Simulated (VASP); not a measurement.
OSZICAR of a VASP run on Be (hcp):

**OSZICAR**
```
       N       E                     dE             d eps       ncg     rms          rms(c)
DAV:   1    -0.133153141876E+01   -0.13315E+01   -0.17884E+03  1824   0.546E+02
DAV:   2    -0.671730401913E+01   -0.53858E+01   -0.50260E+01  2730   0.640E+01
DAV:   3    -0.675231530250E+01   -0.35011E-01   -0.35008E-01  2364   0.491E+00
DAV:   4    -0.675236169369E+01   -0.46391E-04   -0.46392E-04  2700   0.161E-01
DAV:   5    -0.675236173945E+01   -0.45763E-07   -0.44628E-07  2334   0.273E-03    0.119E+00
DAV:   6    -0.672295255346E+01    0.29409E-01   -0.29010E-03  2286   0.738E-01    0.728E-01
DAV:   7    -0.671131389143E+01    0.11639E-01   -0.38465E-03  2298   0.863E-01    0.297E-02
DAV:   8    -0.671128358321E+01    0.30308E-04   -0.86135E-06  2706   0.489E-02    0.116E-02
DAV:   9    -0.671128169139E+01    0.18918E-05   -0.26085E-06  2112   0.269E-02    0.856E-04
DAV:  10    -0.671128111942E+01    0.57198E-06   -0.32291E-08  1554   0.285E-03
   1 F= -.67112811E+01 E0= -.67112297E+01  d E =-.671128E+01
       N       E                     dE             d eps       ncg     rms          rms(c)
DAV:   1    -0.671472586319E+01   -0.34442E-02   -0.11547E-02  1968   0.138E+00    0.427E-02
DAV:   2    -0.671469953647E+01    0.26327E-04   -0.16954E-05  2802   0.443E-02    0.270E-02
DAV:   3    -0.671469301769E+01    0.65188E-05   -0.10778E-05  2052   0.437E-02    0.161E-03
DAV:   4    -0.671469218041E+01    0.83729E-06   -0.62309E-08  1560   0.382E-03
   2 F= -.67146922E+01 E0= -.67146359E+01  d E =-.341106E-02
       N       E                     dE             d eps       ncg     rms          rms(c)
DAV:   1    -0.671476937796E+01   -0.76360E-04   -0.31884E-04  2010   0.229E-01    0.722E-03
DAV:   2    -0.671476940356E+01   -0.25601E-07   -0.47414E-07  2754   0.749E-03
   3 F= -.67147694E+01 E0= -.67147122E+01  d E =-.348828E-02
       N       E                     dE             d eps       ncg     rms          rms(c)
DAV:   1    -0.671476971098E+01   -0.33302E-06   -0.87925E-06  2022   0.389E-02    0.911E-04
DAV:   2    -0.671476979497E+01   -0.83997E-07   -0.97558E-09  1134   0.100E-03
   4 F= -.67147698E+01 E0= -.67147125E+01  d E =-.348868E-02
       N       E                     dE             d eps       ncg     rms          rms(c)
DAV:   1    -0.671478605808E+01   -0.16347E-04   -0.17563E-04  2250   0.888E-02    0.494E-03
DAV:   2    -0.671478605343E+01    0.46476E-08   -0.77784E-07  2136   0.849E-03
   5 F= -.67147861E+01 E0= -.67147262E+01  d E =-.162585E-04
```

Task: Which electronic solver shows in the log?

Result: It is blocked Davidson (ALGO = Normal, or the opening steps of other solvers). The INCAR had ALGO = Normal.

Task: Can the final energy be trusted as converged?

Result: The calculation finished and met its thresholds. It stopped with EDIFF = 1E-6, NELM = 100, NSW = 60 and EDIFFG = -0.01 after 5 ionic steps (rev-vdW-DF2, plane waves, VASP's PBE PAW potentials (set 64)). Energy and stress use the plane-wave basis of the starting cell.

The compound is Be in the hcp structure. This run relaxes it. Symmetry was kept, so distortions that lower it aren't found.
